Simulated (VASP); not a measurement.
OSZICAR of a VASP run on HfB₂ (AlB2 type):

OSZICAR:
```
       N       E                     dE             d eps       ncg     rms          rms(c)
DAV:   1     0.351430202186E+02    0.35143E+02   -0.91891E+03  1680   0.144E+03
DAV:   2    -0.269405088332E+02   -0.62084E+02   -0.57920E+02  2096   0.264E+02
DAV:   3    -0.288523869499E+02   -0.19119E+01   -0.18777E+01  2192   0.348E+01
DAV:   4    -0.288666681997E+02   -0.14281E-01   -0.14272E-01  2040   0.318E+00
DAV:   5    -0.288668033566E+02   -0.13516E-03   -0.13514E-03  2168   0.253E-01    0.578E+01
DAV:   6    -0.263051761629E+02    0.25616E+01   -0.55682E+00  2016   0.165E+01    0.427E+01
DAV:   7    -0.262647313866E+02    0.40445E-01   -0.17855E+00  2096   0.958E+00    0.131E+01
DAV:   8    -0.261881574120E+02    0.76574E-01   -0.52110E-01  1988   0.534E+00    0.214E+00
DAV:   9    -0.261816925335E+02    0.64649E-02   -0.42551E-02  1956   0.165E+00    0.334E-01
DAV:  10    -0.261815782512E+02    0.11428E-03   -0.12550E-03  2008   0.315E-01    0.404E-01
DAV:  11    -0.261815770826E+02    0.11686E-05   -0.13027E-04  2024   0.941E-02    0.204E-01
DAV:  12    -0.261815725379E+02    0.45447E-05   -0.82453E-06  2012   0.271E-02    0.156E-02
DAV:  13    -0.261815727221E+02   -0.18423E-06   -0.48547E-07  2056   0.657E-03    0.578E-03
DAV:  14    -0.261815727227E+02   -0.65938E-09   -0.10500E-08  1164   0.101E-03
   1 F= -.26181573E+02 E0= -.26181363E+02  d E =-.629185E-03
```

**Question.** Which electronic solver shows in the log?

**Answer.** It is blocked Davidson (ALGO = Normal, or the opening steps of other solvers). The INCAR had ALGO = Normal.

**Question.** Can the final energy be trusted as converged?

**Answer.** The run converged. It stopped with EDIFF = 1E-7, NELM = 100 (PBE GGA, plane waves, VASP's PBE PAW potentials (set 64)).

The compound is HfB2 in the AlB2 type structure. This cell was strained or had an atom moved on purpose.
